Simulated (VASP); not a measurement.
VASP input:

### KPOINTS
```
Automatic mesh
0
Gamma
9 9 9
0 0 0
```

### POSCAR
```
HgTe
1
    0.0000000000     3.2690459393     3.2690459393
    3.2690459393     0.0000000000     3.2690459393
    3.2690459393     3.2690459393     0.0000000000
Te Hg
1 1
Direct
  0.2500000000   0.2500000000   0.2500000000
  0.0000000000   0.0000000000   0.0000000000
```

INCAR:
```
SYSTEM = HgTe
PREC = Accurate
ENCUT = 400
EDIFF = 1E-6
NELM = 100
ALGO = Normal
LREAL = .FALSE.
LASPH = .TRUE.
ISMEAR = 1
SIGMA = 0.1
METAGGA = R2SCAN
LUSE_VDW = .TRUE.
BPARAM = 11.95
CPARAM = 0.0093
LMIXTAU = .TRUE.
LMAXMIX = 6
LWAVE = .FALSE.
LCHARG = .FALSE.
IBRION = 2
ISIF = 3
NSW = 60
EDIFFG = -0.01
```

POTCAR, in this order: Te Hg (PBE.64 set). Program: vasp_std.

**Question.** Translate this r2SCAN+rVV10 calculation to Ansatz.

**Answer.** One equivalent input (not run):
Ansatz 0.2 input:
```yaml
crystal:
  lattice:
    - [0.0000000, 3.2690459, 3.2690459]
    - [3.2690459, 0.0000000, 3.2690459]
    - [3.2690459, 3.2690459, 0.0000000]
  atoms:
    - { symbol: Te, position: [0.2500000, 0.2500000, 0.2500000] }
    - { symbol: Hg, position: [0.0000000, 0.0000000, 0.0000000] }
kpoints:
  mp_grid: { grid: [9, 9, 9] }
hamiltonian:
  xc: r2scan
  dispersion: rvv10
  pseudopotentials: { kind: paw }
scf:
  occupations: { method: methfessel_paxton, width: 0.1 }
  max_iter: 100
relax:
  max_steps: 60
  f_tol: 0.01
  cell: {}
output: { forces: true, stress: true, eigenvalues: true }
```
Limits of the translation: each code has its own PAW files, so the cut-off isn't converted (ENCUT is set for VASP's; basis.ecutwfc is left out, and Ansatz then takes the one that its files recommend); Ansatz stops its SCF on the density residual and VASP on the energy change (EDIFF).

The structure comes from a measured HgTe entry (F-43m) of the Crystallography Open Database, whose conditions weren't checked. It was relaxed first. The start is the result of an earlier pass.
